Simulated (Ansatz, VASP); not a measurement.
# Cross-check of Pt (Platinum) between VASP and Ansatz, part 2 of 2

Wanted: the spread between two codes on one cell, functional and k mesh. The cell is taken from a series of VASP runs on this material, whose earlier steps may have relaxed, scaled or displaced it; both programs get it as it stands.

VASP 6.6.1 and Ansatz 0.2.0.

So far: The structure; Ansatz: relaxation of cell and atoms, r2SCAN with rVV10.

## Step 3: VASP: relaxation of cell and atoms, r2SCAN with rVV10

Level of this step: r2SCAN with rVV10; plane waves and PAW (Pt) (VASP).

The same cell, functional, mesh and smearing now go to VASP, with its own data sets and cutoff.

Lines of VASP's logs that name or quote its potential files are left out, and so is its time.

Contents of INCAR:

```
SYSTEM = Pt
PREC = Accurate
ENCUT = 450
EDIFF = 1E-06
NELM = 100
ISMEAR = 1
SIGMA = 0.1
LREAL = .FALSE.
ALGO = Normal
METAGGA = R2SCAN
LUSE_VDW = .TRUE.
IVDW_NL = 2
BPARAM = 11.95
CPARAM = 0.0093
LASPH = .TRUE.
NBANDS = 11
LORBIT = 11
LWAVE = .FALSE.
LCHARG = .FALSE.
KPAR = 2
IBRION = 2
NSW = 50
ISIF = 3
EDIFFG = -0.01
```

Contents of POSCAR:

```
Pt
1.0
    0.0000000000      1.9615500000      1.9615500000
    1.9615500000      0.0000000000      1.9615500000
    1.9615500000      1.9615500000      0.0000000000
Pt
1
Direct
    0.0000000000      0.0000000000      0.0000000000
```

Contents of KPOINTS:

```
Automatic mesh
0
Gamma
12 12 12
0 0 0
```

PAW data sets: Pt (PBE family, release 64).

The run is started by

```bash
$ mpirun -np 2 vasp_std
```

Numbers of over 12 decimals in the logs are rounded to 6 here.

Log:

```text
[banner, memory and clock lines left out]
running    2 mpi-ranks, on    1 nodes
 distrk:  each k-point on    1 cores,    2 groups
 distr:  one band on    1 cores,    1 groups

 POSCAR found type information on POSCAR Pt
 POSCAR found :  1 types and       1 ions
|                                                                             |
|               ----> ADVICE to this user running VASP <----                  |
|                                                                             |
|     You have switched on vdW-DFT.                                           |
|     This routine was written and supplied by Jiri Klimes. We recommend      |
|     that you carefully read and cite the following publications:            |
|       J. Klimes, D.R. Bowler, A. Michelides                                 |
|          J. Phys.: Cond Matt. 22 022201 (2010)                              |
|       J. Klimes, D.R. Bowler, A. Michelides                                 |
|          Phys. Rev. B. 83, 195131 (2011)                                    |
|     and references therein.                                                 |
|                                                                             |

|                                                                             |
|               ----> ADVICE to this user running VASP <----                  |
|                                                                             |
|     You enforced a specific xc type in the INCAR file but a different       |
|     [... a line on the potential file left out ...]
|     I HOPE YOU KNOW WHAT YOU ARE DOING!                                     |
|                                                                             |

 LDA part: xc-table for (None), standard interpolation
 POSCAR, INCAR and KPOINTS ok, starting setup
 FFT: planning ... GRIDC
 FFT: planning ... GRID_SOFT
 FFT: planning ... GRID
 WAVECAR not read
 entering main loop
       N       E                     dE             d eps       ncg     rms          rms(c)
Total rVV10 correction in eV:      0.1694288    12.3304379
Total rVV10 correction in eV:      0.1694288    12.3304379
DAV:   1    -0.122048987481E+02   -0.12205E+02   -0.50514E+03  1648   0.770E+02
DAV:   2    -0.541166008690E+02   -0.41912E+02   -0.40309E+02  1821   0.171E+02
DAV:   3    -0.546233254315E+02   -0.50672E+00   -0.50412E+00  1851   0.177E+01
DAV:   4    -0.546256871456E+02   -0.23617E-02   -0.23616E-02  1855   0.142E+00
DAV:   5    -0.546257079509E+02   -0.20805E-04   -0.20805E-04  1868   0.121E-01    0.134E+01
Total rVV10 correction in eV:      0.1547844    12.3304380
Total rVV10 correction in eV:      0.1547844    12.3304380
DAV:   6    -0.513444472336E+02    0.32813E+01   -0.23332E+00  1695   0.126E+01    0.672E+00
Total rVV10 correction in eV:      0.1528780    12.3304380
Total rVV10 correction in eV:      0.1528780    12.3304380
DAV:   7    -0.513526256798E+02   -0.81784E-02   -0.16850E-02  1856   0.110E+00    0.362E+00
Total rVV10 correction in eV:      0.1501317    12.3304380
Total rVV10 correction in eV:      0.1501317    12.3304380
DAV:   8    -0.513509038882E+02    0.17218E-02   -0.59656E-03  1710   0.717E-01    0.106E-01
Total rVV10 correction in eV:      0.1501994    12.3304380
Total rVV10 correction in eV:      0.1501994    12.3304380
DAV:   9    -0.513509758507E+02   -0.71962E-04   -0.11367E-04  2130   0.804E-02    0.377E-02
Total rVV10 correction in eV:      0.1501480    12.3304380
Total rVV10 correction in eV:      0.1501480    12.3304380
DAV:  10    -0.513510003486E+02   -0.24498E-04   -0.35581E-05  1776   0.549E-02    0.666E-03
Total rVV10 correction in eV:      0.1501377    12.3304380
Total rVV10 correction in eV:      0.1501377    12.3304380
DAV:  11    -0.513510010870E+02   -0.73841E-06   -0.79356E-07  1529   0.852E-03
Total rVV10 correction in eV:      0.1501405    12.3304380
Total rVV10 correction in eV:      0.1501405    12.3304380
Total rVV10 correction in eV:      0.1501370    12.3304380
Total rVV10 correction in eV:      0.1501370    12.3304380
   1 F= -.51351001E+02 E0= -.51350338E+02  d E =-.513510E+02
 curvature:   0.00 expect dE= 0.000E+00 dE for cont linesearch  0.000E+00
 trial: gam= 0.00000 g(F)=  0.458E-66 g(S)=  0.949E-02 ort = 0.000E+00 (trialstep = 0.100E+01)
 search vector abs. value=  0.949E-02
 bond charge predicted
       N       E                     dE             d eps       ncg     rms          rms(c)
Total rVV10 correction in eV:      0.1507644    12.3304380
Total rVV10 correction in eV:      0.1507644    12.3304380
DAV:   1    -0.514545764891E+02   -0.10358E+00   -0.24458E+00  1647   0.146E+01    0.216E+00
Total rVV10 correction in eV:      0.1563168    12.3304381
Total rVV10 correction in eV:      0.1563168    12.3304381
DAV:   2    -0.513447782131E+02    0.10980E+00   -0.36548E-01  1638   0.422E+00    0.950E-01
Total rVV10 correction in eV:      0.1572804    12.3304381
Total rVV10 correction in eV:      0.1572804    12.3304381
DAV:   3    -0.513420328623E+02    0.27454E-02   -0.15222E-02  1791   0.972E-01    0.624E-01
Total rVV10 correction in eV:      0.1571731    12.3304381
Total rVV10 correction in eV:      0.1571731    12.3304381
DAV:   4    -0.513423949695E+02   -0.36211E-03   -0.30383E-03  2007   0.287E-01    0.728E-02
Total rVV10 correction in eV:      0.1569529    12.3304381
Total rVV10 correction in eV:      0.1569529    12.3304381
DAV:   5    -0.513422716105E+02    0.12336E-03   -0.52066E-04  1799   0.178E-01    0.136E-02
Total rVV10 correction in eV:      0.1569164    12.3304381
Total rVV10 correction in eV:      0.1569164    12.3304381
DAV:   6    -0.513422812121E+02   -0.96016E-05   -0.45998E-06  1909   0.194E-02    0.644E-03
Total rVV10 correction in eV:      0.1569017    12.3304381
Total rVV10 correction in eV:      0.1569017    12.3304381
DAV:   7    -0.513422832176E+02   -0.20055E-05   -0.40708E-07  1015   0.456E-03    0.220E-03
Total rVV10 correction in eV:      0.1569014    12.3304381
Total rVV10 correction in eV:      0.1569014    12.3304381
DAV:   8    -0.513422831451E+02    0.72499E-07   -0.14639E-08   846   0.110E-03
Total rVV10 correction in eV:      0.1569016    12.3304381
Total rVV10 correction in eV:      0.1569016    12.3304381
Total rVV10 correction in eV:      0.1569020    12.3304381
Total rVV10 correction in eV:      0.1569020    12.3304381
   2 F= -.51342283E+02 E0= -.51341661E+02  d E =0.871794E-02
 trial-energy change:    0.008718  1 .order    0.008323   -0.009490    0.026136
 step:   0.2538(harm=  0.2664)  dis= 0.00000  next Energy=   -51.352199 (dE=-0.120E-02)
 bond charge predicted
       N       E                     dE             d eps       ncg     rms          rms(c)
Total rVV10 correction in eV:      0.1564340    12.3304381
Total rVV10 correction in eV:      0.1564340    12.3304381
DAV:   1    -0.514140307034E+02   -0.71747E-01   -0.13388E+00  1650   0.109E+01    0.174E+00
Total rVV10 correction in eV:      0.1522543    12.3304381
Total rVV10 correction in eV:      0.1522543    12.3304381
DAV:   2    -0.513536272653E+02    0.60403E-01   -0.19026E-01  1635   0.309E+00    0.590E-01
Total rVV10 correction in eV:      0.1515380    12.3304381
Total rVV10 correction in eV:      0.1515380    12.3304381
DAV:   3    -0.513519714719E+02    0.16558E-02   -0.87493E-03  1794   0.735E-01    0.376E-01
Total rVV10 correction in eV:      0.1516376    12.3304381
Total rVV10 correction in eV:      0.1516376    12.3304381
DAV:   4    -0.513522902905E+02   -0.31882E-03   -0.21125E-03  2037   0.244E-01    0.708E-02
Total rVV10 correction in eV:      0.1518226    12.3304381
Total rVV10 correction in eV:      0.1518226    12.3304381
DAV:   5    -0.513521708731E+02    0.11942E-03   -0.46760E-04  1758   0.165E-01    0.739E-03
Total rVV10 correction in eV:      0.1518482    12.3304381
Total rVV10 correction in eV:      0.1518482    12.3304381
DAV:   6    -0.513521716452E+02   -0.77210E-06   -0.33343E-06  1825   0.164E-02
Total rVV10 correction in eV:      0.1518514    12.3304381
Total rVV10 correction in eV:      0.1518514    12.3304381
Total rVV10 correction in eV:      0.1518492    12.3304381
Total rVV10 correction in eV:      0.1518492    12.3304381
   3 F= -.51352172E+02 E0= -.51351520E+02  d E =-.117056E-02
 curvature:  -0.13 expect dE=-0.549E-07 dE for cont linesearch -0.549E-07
 trial: gam= 0.00000 g(F)=  0.590E-64 g(S)=  0.412E-06 ort =-0.625E-04 (trialstep = 0.851E+00)
 search vector abs. value=  0.412E-06
 reached required accuracy - stopping structural energy minimisation
```

Parts of OUTCAR (step 3):

```text
ion  position               nearest neighbor table
   1  0.000  0.000  0.000-

  LATTYP: Found a face centered cubic cell.
 ALAT       =     3.9231000000

 Subroutine GETGRP returns: Found 48 space group operations
 (whereof 48 operations were pure point group operations)

The static configuration has the point symmetry O_h .

 Found     72 irreducible k-points:

   k-points           NKPTS =     72   k-points in BZ     NKDIM =     72   number of bands    NBANDS=     11

   dimension x,y,z NGX =    20 NGY =   20 NGZ =   20
   dimension x,y,z NGXF=    40 NGYF=   40 NGZF=   40

   ENCUT  =  450.0 eV  33.07 Ry    5.75 a.u.   4.80  4.80  4.80*2*pi/ulx,y,z

   NELECT =      10.0000    total number of electrons

 k-points in reciprocal lattice and weights: Automatic mesh
   0.00000000  0.00000000  0.00000000       0.001
   0.08333333  0.00000000  0.00000000       0.005
   0.16666667  0.00000000  0.00000000       0.005
   0.25000000  0.00000000  0.00000000       0.005
   0.33333333  0.00000000  0.00000000       0.005
   0.41666667  0.00000000  0.00000000       0.005
   0.50000000  0.00000000  0.00000000       0.002
   0.08333333  0.08333333  0.00000000       0.003
   0.16666667  0.08333333  0.00000000       0.014
[...]
-0.33333333  0.50000000  0.16666667       0.007
  -0.25000000  0.50000000  0.25000000       0.003

 average (electrostatic) potential at core
       1 -68.5421

 E-fermi :  10.8385

 k-point     1 :       0.0000    0.0000    0.0000
  band No.  band energies     occupation
    ...
      2       6.9706      2.00000
      3       6.9706      2.00000
      4       6.9706      2.00000
      5       9.1039      2.00000
      6       9.1039      2.00000
      7      26.3019      0.00000
      8      31.4098      0.00000
      9      31.4098      0.00000
     10      31.4098      0.00000
     11      37.2238      0.00000

 k-point     2 :       0.0833    0.0000    0.0000
  band No.  band energies     occupation
    ...
      2       6.8480      2.00000
      3       7.0812      2.00000
      4       7.0812      2.00000
      5       9.0464      2.00000
      6       9.0464      2.00000
      7      26.7319      0.00000
      8      30.0679      0.00000
      9      31.8401      0.00000
     10      31.8402      0.00000
     11      38.5327      0.00000

 k-point     3 :       0.1667    0.0000    0.0000
  band No.  band energies     occupation
    ...
      2       6.6055      2.00000
      3       7.3024      2.00000
      4       7.3024      2.00000
      5       9.0063      2.00000
      6       9.0063      2.00000
      7      27.5286      0.00000
      8      27.8011      0.00000
      9      33.0312      0.00000
     10      33.0312      0.00000
     11      36.8463      0.00000

  Total       -0.0016873     -0.0016873     -0.0016873      0.0000000      0.0000000     -0.0000000
  in kB       -0.1774156     -0.1774156     -0.1774156      0.0000000      0.0000000     -0.0000000
  external PRESSURE =      -0.1774156 kB  Pullay stress =       0.0000000 kB

  energy-cutoff  :      450.00
  volume of cell :       15.24
      direct lattice vectors                 reciprocal lattice vectors
     0.000000000  1.967699698  1.967699698    -0.254103815  0.254103815  0.254103815
     1.967699698  0.000000000  1.967699698     0.254103815 -0.254103815  0.254103815
     1.967699698  1.967699698 -0.000000000     0.254103815  0.254103815 -0.254103815

 POSITION                                       TOTAL-FORCE (eV/Angst)
 -----------------------------------------------------------------------------------
      0.00000      0.00000     -0.00000         0.000000     -0.000000     -0.000000
 -----------------------------------------------------------------------------------
    total drift:                               -0.000000      0.000000      0.000000

  FREE ENERGIE OF THE ION-ELECTRON SYSTEM (eV)
  ---------------------------------------------------
  free  energy   TOTEN  =       -51.3521716452 eV

  energy  without entropy=      -51.3502174485  energy(sigma->0) =      -51.35152025

 reached required accuracy - stopping structural energy minimisation

 total charge
# of ion       s       p       d       tot
------------------------------------------
    1        0.630   0.586   8.053   9.269

[... 3 further parts left out ...]
```

## Step 4: Comparison

Known differences besides the potentials themselves: VASP keeps PBE cores, Ansatz makes them for the functional; both relaxations stop at a tolerance, which leaves soft axes loose, and VASP keeps its plane-wave basis; the data sets hold 18 valence electrons in Ansatz (default PAW (the set named soft_2) files) and 10 in VASP; the cutoff is 500 eV in Ansatz and 450 eV in VASP; Ansatz adds a Pulay correction to the stress that steers its cell, VASP none. Total energies have different zeros and are not compared.

The two programs side by side:

| quantity | Ansatz | VASP | difference |
| --- | --- | --- | --- |
| volume (Å³) | 15.12 | 15.24 | -0.75 % |
| edge a after relaxation, in the typed setting (Å) | 2.776 | 2.783 | -0.25 % |

The walks stopped with 0.00 GPa left in Ansatz and -0.02 GPa in VASP; each walk ends within a tolerance, so the volume difference is uncertain by about these residues over the bulk modulus, most in soft cells.

## Step 5: Results

```json
{"difference in volume (relaxation of cell and atoms, r2SCAN with rVV10)": "-0.75 %"}
```

What this shows: The difference in volume is -0.75 % (relaxation of cell and atoms, r2SCAN with rVV10), within the 1.2 % picked in this series as the mark of a large difference, as far as the stopping tolerances let one tell. How closely two codes agree says nothing of how well the functional describes the real material.

[Lines on the potential files, build, host, timing and source positions are cut from VASP's logs without a mark.]

[Logs are printed without paths, hosts, clocks, repeated set-up lines and the standing remarks that a program may print on its own settings, such as how far it seeks lower states.]

[Hosts, paths, dates, database ids (printed as entryN), source tags and the programs' standing remarks are cut or masked in the printed files.]
